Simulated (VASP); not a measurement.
Crystal: Sn2Bi2O.

```
Sn Bi O
1.0
     3.93600    0.00000    0.00000
     0.00000    3.93600    0.00000
     0.00000    0.00000   18.56700
Sn Bi O
4 4 2
Cartesian
  0.0000 1.9680 17.4140
  1.9680 0.0000 1.1530
  1.9680 1.9680 9.2835
  0.0000 0.0000 9.2835
  1.9680 0.0000 12.1470
  1.9680 0.0000 15.1190
  0.0000 1.9680 6.4200
  0.0000 1.9680 3.4480
  1.9680 1.9680 0.0000
  0.0000 0.0000 0.0000
```

The cell was built by a generator and needn't be a form met in nature.

- Program: VASP 6.6.1
- Task: relaxation of cell and atoms
- Functional: PBE
- Potentials or basis: VASP PAW PBE potentials, release 64 (Sn_d, Bi_d, O)
- Cutoff: 520 eV
- k mesh: 8 × 8 × 2
- Occupations: gaussian, width 0.1 eV
- Spin: no spin polarisation

At the start: pressure 0.8 GPa; volume 28.76 Å³/atom.

Q: Where does the relaxation end?

A: Over 46 steps the energy falls by 10.6 meV/atom and the volume is 30.94 Å³/atom (+7.6 %); space group P4/nmm (No. 129, to 0.05 Å).

The path:
| step | energy change (eV) | largest force (eV/Å) | pressure (GPa) | volume (Å³) |
| --- | --- | --- | --- | --- |
| 1 | 0.0000 | 0.2957 | 0.79 | 287.64 |
| 3 | -0.0160 | 0.1816 | -0.12 | 292.48 |
| 5 | -0.0248 | 0.1554 | 0.06 | 292.88 |
| 7 | -0.0366 | 0.1970 | -0.24 | 295.78 |
| 9 | -0.0431 | 0.2723 | -0.64 | 300.19 |
| 11 | -0.0505 | 0.2743 | -0.53 | 300.57 |
| 13 | -0.0748 | 0.2576 | -0.18 | 302.08 |
| 15 | -0.0819 | 0.3158 | 0.07 | 303.14 |
| 17 | -0.0959 | 0.1086 | 0.15 | 304.31 |
| 19 | -0.0987 | 0.0343 | 0.04 | 305.63 |
| 21 | -0.1016 | 0.1053 | -0.17 | 307.35 |
| 23 | -0.1034 | 0.0550 | -0.06 | 307.40 |
| 25 | -0.1038 | 0.0333 | 0.04 | 306.87 |
| 27 | -0.1040 | 0.0225 | 0.02 | 307.13 |
| 29 | -0.1040 | 0.0304 | -0.01 | 307.27 |
| 31 | -0.1043 | 0.0169 | 0.02 | 307.24 |
| 33 | -0.1044 | 0.0101 | 0.04 | 307.22 |
| 35 | -0.1047 | 0.0444 | -0.03 | 307.91 |
| 37 | -0.1048 | 0.0541 | -0.06 | 308.15 |
| 39 | -0.1053 | 0.0439 | -0.02 | 308.61 |
| 41 | -0.1057 | 0.0265 | -0.01 | 309.36 |
| 43 | -0.1057 | 0.0237 | -0.01 | 309.49 |
| 45 | -0.1057 | 0.0240 | -0.01 | 309.47 |
| 46 | -0.1058 | 0.0048 | 0.01 | 309.38 |

Final structure:
```yaml
crystal:
  lattice:
    - [3.93722, 0.00000, 0.00000]
    - [0.00000, 3.93722, 0.00000]
    - [0.00000, 0.00000, 19.95798]
  atoms:
    - { symbol: Sn, position: [0.00000, 0.50000, 0.94231] }
    - { symbol: Sn, position: [0.50000, 0.00000, 0.05769] }
    - { symbol: Sn, position: [0.50000, 0.50000, 0.50000] }
    - { symbol: Sn, position: [0.00000, 0.00000, 0.50000] }
    - { symbol: Bi, position: [0.50000, 0.00000, 0.64116] }
    - { symbol: Bi, position: [0.50000, 0.00000, 0.79202] }
    - { symbol: Bi, position: [0.00000, 0.50000, 0.35884] }
    - { symbol: Bi, position: [0.00000, 0.50000, 0.20798] }
    - { symbol: O, position: [0.50000, 0.50000, 0.00000] }
    - { symbol: O, position: [0.00000, 0.00000, 0.00000] }
```
